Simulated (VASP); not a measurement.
These are PBE GGA with D3 dispersion (zero damping), VASP's PBE PAW potentials (set 64) (plane waves; VASP) values and carry that method's errors.

VASP input:

### INCAR
```
SYSTEM = SnO
PREC = Accurate
ENCUT = 520
EDIFF = 1E-7
NELM = 100
ALGO = Normal
LREAL = .FALSE.
LASPH = .TRUE.
ISMEAR = -5
GGA = PE
IVDW = 11
LMAXMIX = 4
LWAVE = .FALSE.
LCHARG = .TRUE.
LORBIT = 11
NEDOS = 601
ISIF = 2
LEFG = .TRUE.
```

**POSCAR**
```
SnO
1
    3.8463125333     0.0000000000     0.0000000000
    0.0000000000     3.8463125333     0.0000000000
    0.0000000000     0.0000000000     4.8483264154
Sn O
2 2
Direct
  0.5000000000   0.0000000000   0.7599397207
  0.0000000000   0.5000000000   0.2400602793
  0.5000000000   0.5000000000   0.0000000000
  1.0000000000   0.0000000000   0.0000000000
```

File KPOINTS:
```
Regular mesh
0
Gamma
  7 7 5
0 0 0
```

POTCAR, in this order: Sn_d O (PBE.64 set). Program: vasp_std.

Predict the energy per atom (σ→0), dispersion energy.

```json
{
 "energy per atom (σ→0)": "-5.805 eV/atom",
 "dispersion_energy": "-0.511 eV"
}
```

File OSZICAR:
```
...
DAV:  11    -0.227085720392E+02    0.12817E-02   -0.82908E-03  2240   0.826E-01    0.272E-02
DAV:  12    -0.227086668201E+02   -0.94781E-04   -0.84613E-04  1536   0.181E-01    0.476E-02
DAV:  13    -0.227086533076E+02    0.13512E-04   -0.78301E-05  2248   0.991E-02    0.126E-02
DAV:  14    -0.227086513652E+02    0.19425E-05   -0.16126E-05  1896   0.258E-02    0.423E-03
DAV:  15    -0.227086515632E+02   -0.19805E-06   -0.88202E-07  1800   0.969E-03    0.192E-03
DAV:  16    -0.227086517332E+02   -0.16996E-06   -0.20936E-07  1096   0.404E-03    0.637E-04
DAV:  17    -0.227086518046E+02   -0.71368E-07   -0.87036E-08   896   0.235E-03
   1 F= -.23219590E+02 E0= -.23219590E+02  d E =0.000000E+00
```

The compound is SnO in the litharge structure. It was relaxed first.
